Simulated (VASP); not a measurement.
Shape and ions are relaxed at each volume.

Energy against volume of MgH$_{2}$ (rutile). Level of theory: PBEsol GGA, VASP's PBE PAW potentials (set 64) (plane waves; VASP).

```tsv
V (Å³/atom)	E (eV/atom)
9.442	-2.95081
9.744	-2.95537
10.045	-2.95667
10.346	-2.95513
10.648	-2.95112
```

Problem. Fit a third-order Birch-Murnaghan equation of state.

Solution. 
```
Quantity                                         Value
---------------------------------------  -------------
volume per atom                          10.03 Å³/atom
bulk modulus                                  50.6 GPa
pressure derivative of the bulk modulus           3.60
```

The compound is MgH2 in the rutile structure. It was relaxed first.
